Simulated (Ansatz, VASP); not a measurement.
## Mo (Mo(110)) in two plane-wave programs

One calculation is typed for both programs; each brings its own data sets and cutoff. How far apart do they land?

Calculated with Ansatz 0.2.0; plane waves, with VASP 6.6.1 beside it; band structure at r2SCAN.

### 1. The structure

The cell holds 7 atoms: 7 Mo. Its edges and angles: a = 2.728 Å, b = 2.728 Å, c = 31.364 Å, α = 90.0°, β = 90.0°, γ = 70.5°. Vacuum lies along c.

Coordinates:

```cif
data_structure
_symmetry_space_group_name_H-M 'P 1'
_symmetry_Int_Tables_number 1
_cell_length_a 2.7280
_cell_length_b 2.7280
_cell_length_c 31.3643
_cell_angle_alpha 90.000
_cell_angle_beta 90.000
_cell_angle_gamma 70.529
_cell_volume 220.06
loop_
_atom_site_label
_atom_site_type_symbol
_atom_site_fract_x
_atom_site_fract_y
_atom_site_fract_z
_atom_site_occupancy
Mo1 Mo 0.00000 0.00000 0.28695 1
Mo2 Mo 0.50000 0.50000 0.35797 1
Mo3 Mo 0.00000 0.00000 0.42898 1
Mo4 Mo 0.50000 0.50000 0.50000 1
Mo5 Mo 0.00000 0.00000 0.57102 1
Mo6 Mo 0.50000 0.50000 0.64203 1
Mo7 Mo 0.00000 0.00000 0.71305 1
```

### 2. VASP: band structure, r2SCAN

The same path points are solved in both programs, so levels can be compared one by one.

Lines of VASP's logs that name or quote its potential files are left out, and so is its time.

The input, INCAR:

```
SYSTEM = Mo
PREC = Normal
ENCUT = 300
EDIFF = 1E-06
NELM = 120
ISMEAR = -1
SIGMA = 0.1
LREAL = .FALSE.
ALGO = Normal
METAGGA = R2SCAN
LASPH = .TRUE.
NBANDS = 39
LORBIT = 11
LWAVE = .FALSE.
LCHARG = .TRUE.
IDIPOL = 3
LDIPOL = .TRUE.
DIPOL = 0.5 0.5 0.5
LVHAR = .TRUE.
LVACPOTAV = .TRUE.
LELF = .TRUE.
NEDOS = 1500
```

The input, POSCAR:

```
Mo
1.0
    2.2273863607     -1.5750000000      0.0000000000
    2.2273863607      1.5750000000      0.0000000000
    0.0000000000      0.0000000000     31.3643181644
Mo
7
Direct
    0.0000000000      0.0000000000      0.2869502838
    0.5000000000      0.5000000000      0.3579668559
    0.0000000000      0.0000000000      0.4289834279
    0.5000000000      0.5000000000      0.5000000000
    0.0000000000      0.0000000000      0.5710165721
    0.5000000000      0.5000000000      0.6420331441
    0.0000000000      0.0000000000      0.7130497162
```

The input, KPOINTS:

```
Automatic mesh
0
Gamma
16 16 1
0 0 0
```

The input, KPOINTS_OPT:

```
Line mode
14
Line-mode
Reciprocal
  0.00000000   0.00000000   0.00000000 GAMMA
  0.37500000  -0.37500000   0.00000000 X

  0.37500000  -0.37500000   0.00000000 X
  0.62500000   0.37500000   0.00000000 A1

  0.62500000   0.37500000   0.00000000 A1
  0.50000000   0.50000000   0.00000000 Y

  0.50000000   0.50000000   0.00000000 Y
  0.00000000   0.00000000   0.00000000 GAMMA
```

Potentials, in the order of the species: Mo (PBE family, release 64).

Launch:

```bash
$ mpirun -np 2 vasp_std
```

Numbers of over 12 decimals in the logs are rounded to 6 here.

Log:

```text
[banner, memory and clock lines left out]
running    2 mpi-ranks, on    1 nodes
 distrk:  each k-point on    2 cores,    1 groups
 distr:  one band on    1 cores,    2 groups

 POSCAR found type information on POSCAR Mo
 POSCAR found :  1 types and       7 ions
|                                                                             |
|               ----> ADVICE to this user running VASP <----                  |
|                                                                             |
|     You enforced a specific xc type in the INCAR file but a different       |
|     [... a line on the potential file left out ...]
|     I HOPE YOU KNOW WHAT YOU ARE DOING!                                     |
|                                                                             |

 LDA part: xc-table for (None), standard interpolation
|                                                                             |
|           W    W    AA    RRRRR   N    N  II  N    N   GGGG   !!!           |
|           W    W   A  A   R    R  NN   N  II  NN   N  G    G  !!!           |
|           W    W  A    A  R    R  N N  N  II  N N  N  G       !!!           |
|           W WW W  AAAAAA  RRRRR   N  N N  II  N  N N  G  GGG   !            |
|           WW  WW  A    A  R   R   N   NN  II  N   NN  G    G                |
|           W    W  A    A  R    R  N    N  II  N    N   GGGG   !!!           |
|                                                                             |
|     The number of bands has been changed from the values supplied in        |
|     The orbitals not found in the WAVECAR file will be initialized with     |
|     random numbers, which is usually adequate. For correlated               |
|     calculations, however, you should redo the groundstate calculation.     |
|     I found NBANDS = 39. Now, NBANDS = 40.                                  |
|                                                                             |

 POSCAR, INCAR and KPOINTS ok, starting setup
 FFT: planning ... GRIDC
 FFT: planning ... GRID_SOFT
 FFT: planning ... GRID
 WAVECAR not read
 entering main loop
       N       E                     dE             d eps       ncg     rms          rms(c)
DAV:   1     0.115012747738E+02    0.11501E+02   -0.12688E+04  5888   0.569E+02
DAV:   2    -0.175077096080E+03   -0.18658E+03   -0.16916E+03  7528   0.165E+02
DAV:   3    -0.186176751387E+03   -0.11100E+02   -0.10308E+02  7496   0.366E+01
DAV:   4    -0.186496210691E+03   -0.31946E+00   -0.31522E+00  6936   0.642E+00
DAV:   5    -0.186505119293E+03   -0.89086E-02   -0.88811E-02  7952   0.933E-01    0.366E+01
DAV:   6    -0.191787935365E+03   -0.52828E+01   -0.44084E+01  8120   0.234E+01    0.240E+01
DAV:   7    -0.282850855016E+03   -0.91063E+02   -0.37866E+02  9392   0.786E+01    0.540E+01
DAV:   8    -0.206776330844E+03    0.76075E+02   -0.15372E+02  7176   0.367E+01    0.268E+01
DAV:   9    -0.181894480622E+03    0.24882E+02   -0.52410E+01  8336   0.295E+01    0.970E+00
DAV:  10    -0.179985452392E+03    0.19090E+01   -0.12608E+01  7480   0.139E+01    0.534E+00
DAV:  11    -0.180358081602E+03   -0.37263E+00   -0.87023E-01  6976   0.438E+00    0.487E+00
DAV:  12    -0.180337704374E+03    0.20377E-01   -0.42542E-02  7408   0.836E-01    0.477E+00
DAV:  13    -0.180215252840E+03    0.12245E+00   -0.95083E-02  7296   0.115E+00    0.390E+00
DAV:  14    -0.180125251142E+03    0.90002E-01   -0.26289E-01  7160   0.187E+00    0.200E+00
[...]
DAV:  20    -0.180100289659E+03   -0.24150E-03   -0.21098E-04  7312   0.543E-02    0.797E-02
DAV:  21    -0.180100508617E+03   -0.21896E-03   -0.16236E-04  7312   0.489E-02    0.172E-02
DAV:  22    -0.180100598264E+03   -0.89647E-04   -0.24880E-05  7008   0.250E-02    0.135E-02
DAV:  23    -0.180100657273E+03   -0.59009E-04   -0.19236E-05  6760   0.168E-02    0.918E-03
DAV:  24    -0.180100735831E+03   -0.78558E-04   -0.11922E-05  6688   0.136E-02    0.978E-03
DAV:  25    -0.180100748218E+03   -0.12386E-04   -0.38713E-06  6488   0.109E-02    0.563E-03
DAV:  26    -0.180100745737E+03    0.24805E-05   -0.28390E-06  5832   0.906E-03    0.379E-03
DAV:  27    -0.180100744742E+03    0.99557E-06   -0.52561E-07  4608   0.433E-03
|                                                                             |
|           W    W    AA    RRRRR   N    N  II  N    N   GGGG   !!!           |
|           W    W   A  A   R    R  NN   N  II  NN   N  G    G  !!!           |
|           W    W  A    A  R    R  N N  N  II  N N  N  G       !!!           |
|           W WW W  AAAAAA  RRRRR   N  N N  II  N  N N  G  GGG   !            |
|           WW  WW  A    A  R   R   N   NN  II  N   NN  G    G                |
|           W    W  A    A  R    R  N    N  II  N    N   GGGG   !!!           |
|                                                                             |
|     Did not find any points to average over, which means that no vacuum     |
|     field-free region was found. Please increase the size of  your cell     |
|     in the dimension of the dipole correction to obtain accurate            |
|     workfunction values.                                                    |
|                                                                             |

   1 F= -.18010074E+03 E0= -.18001846E+03  d E =-.164576E+00
 Start KPOINTS_OPT (optional k-point list driver)
k-point batch [1-56\56]
       N       E                     dE             ncg
DAV:   1     0.697709006501E+04   -0.53421E+05     4552
DAV:   2    -0.337560784161E+04   -0.10353E+05     5848
DAV:   3    -0.398595709048E+04   -0.61035E+03     5768
DAV:   4    -0.400230523556E+04   -0.16348E+02     5528
DAV:   5    -0.400274033254E+04   -0.43510E+00     5904
DAV:   6    -0.400274967939E+04   -0.93468E-02     5840
DAV:   7    -0.400274992130E+04   -0.24191E-03     5888
DAV:   8    -0.400274992788E+04   -0.65796E-05     4368
DAV:   9    -0.400274992831E+04   -0.42374E-06     3736
```

From OUTCAR (step 2):

```text
ion  position               nearest neighbor table
   1  0.000  0.000  0.287-   2 2.73   2 2.73   2 3.15   2 3.15
   2  0.500  0.500  0.358-   3 2.73   3 2.73   1 2.73   1 2.73   3 3.15   3 3.15   1 3.15   1 3.15

  LATTYP: Found a base centered orthorhombic cell.
 ALAT       =     3.1500000000
 B/A-ratio  =     1.4142135623
 C/A-ratio  =     9.9569264014

 Subroutine GETGRP returns: Found  8 space group operations
 (whereof  8 operations were pure point group operations)

The static configuration has the point symmetry D_2h.

 Found     73 irreducible k-points:

   k-points           NKPTS =     73   k-points in BZ     NKDIM =     73   number of bands    NBANDS=     40

   dimension x,y,z NGX =    12 NGY =   12 NGZ =  140
   dimension x,y,z NGXF=    24 NGYF=   24 NGZF=  280

   ENCUT  =  300.0 eV  22.05 Ry    4.70 a.u.   3.85  3.85 44.29*2*pi/ulx,y,z

   NELECT =      42.0000    total number of electrons

 k-points in reciprocal lattice and weights: Automatic mesh
   0.00000000  0.00000000  0.00000000       0.004
   0.06250000  0.00000000  0.00000000       0.016
   0.12500000  0.00000000  0.00000000       0.016
   0.18750000  0.00000000  0.00000000       0.016
   0.25000000  0.00000000  0.00000000       0.016
   0.31250000  0.00000000  0.00000000       0.016
   0.37500000  0.00000000  0.00000000       0.016
   0.43750000  0.00000000  0.00000000       0.016
   0.50000000  0.00000000  0.00000000       0.008
[...]
-0.43750000  0.43750000  0.00000000       0.008
   0.50000000  0.50000000  0.00000000       0.004

 dipolmoment           0.000000      0.000000     -0.000000 electrons x Angstroem

 average (electrostatic) potential at core
       1 -46.8345       2 -46.9995       3 -46.9225       4 -46.9390       5 -46.9225
       6 -46.9995       7 -46.8345

 E-fermi :   1.0730

 k-point     1 :       0.0000    0.0000    0.0000
  band No.  band energies     occupation
    ...
     18      -0.3937      2.00000
     19      -0.1991      1.99999
     20      -0.0360      1.99997
     21       0.3534      1.99850
     22       0.8462      1.81246
     23       1.2495      0.29236
     24       1.7076      0.00350
     25       2.3359      0.00001
     26       2.3454      0.00001
     27       2.3808      0.00000
    ...

 k-point     2 :       0.0625    0.0000    0.0000
  band No.  band energies     occupation
    ...
     18      -0.3413      2.00000
     19      -0.1971      1.99999
     20      -0.0853      1.99998
     21       0.5115      1.99274
     22       0.6162      1.97945
     23       1.4015      0.07215
     24       1.4231      0.05857
     25       1.8820      0.00061
     26       2.2334      0.00002
     27       2.2913      0.00001
    ...

 k-point     3 :       0.1250    0.0000    0.0000
  band No.  band energies     occupation
    ...
     20       0.0437      1.99993
     21       0.3383      1.99871
     22       0.6497      1.97139
     23       1.0494      1.11766
     24       1.0682      1.02389
     25       1.8542      0.00081
     26       2.0884      0.00008
     27       2.1353      0.00005
     28       2.3481      0.00001
     29       2.3846      0.00000
    ...

  Total       -6.6026796     -5.9127867     -4.2184539      0.0000000      0.0000000      0.0000000
  in kB      -48.0716294    -43.0487786    -30.7129783      0.0000000      0.0000000      0.0000000
  external PRESSURE =     -40.6111288 kB  Pullay stress =       0.0000000 kB

  energy-cutoff  :      300.00
  volume of cell :      220.06
      direct lattice vectors                 reciprocal lattice vectors
     2.227386361 -1.575000000  0.000000000     0.224478343 -0.317460317  0.000000000
     2.227386361  1.575000000  0.000000000     0.224478343  0.317460317  0.000000000
     0.000000000  0.000000000 31.364318164     0.000000000  0.000000000  0.031883365

 POSITION                                       TOTAL-FORCE (eV/Angst)
 -----------------------------------------------------------------------------------
      0.00000      0.00000      9.00000        -0.000000      0.000000      0.756078
      2.22739      0.00000     11.22739         0.000000      0.000000     -0.689098
      0.00000      0.00000     13.45477         0.000000      0.000000     -0.012119
      2.22739      0.00000     15.68216         0.000000      0.000000      0.000000
      0.00000      0.00000     17.90955        -0.000000      0.000000      0.012119
      2.22739      0.00000     20.13693         0.000000      0.000000      0.689098
      0.00000      0.00000     22.36432         0.000000      0.000000     -0.756078
 -----------------------------------------------------------------------------------
    total drift:                                0.000000     -0.000000     -0.000000

  FREE ENERGIE OF THE ION-ELECTRON SYSTEM (eV)
  ---------------------------------------------------
  free  energy   TOTEN  =      -180.1007447416 eV

  energy  without entropy=     -179.9361689863  energy(sigma->0) =     -180.01845686

 vacuum level on the upper side and lower side of the slab         5.793         5.793

 total charge
# of ion       s       p       d       tot
------------------------------------------
    1        0.495   0.409   4.273   5.177
    2        0.519   0.566   4.336   5.421
    3        0.520   0.572   4.342   5.433
    4        0.522   0.578   4.328   5.428
    5        0.520   0.572   4.342   5.433
    6        0.519   0.566   4.336   5.421
    7        0.495   0.409   4.273   5.177
--------------------------------------------------
tot          3.590   3.671  30.230  37.491

[... 3 further parts left out ...]
```

(Part 1 of 2 ends here.)

[Lines on the potential files, build, host, timing and source positions are cut from VASP's logs without a mark.]

[Logs are printed without paths, hosts, clocks, repeated set-up lines and the standing remarks that a program may print on its own settings, such as how far it seeks lower states.]

[Hosts, paths, dates, database ids (printed as entryN), source tags and the programs' standing remarks are cut or masked in the printed files.]
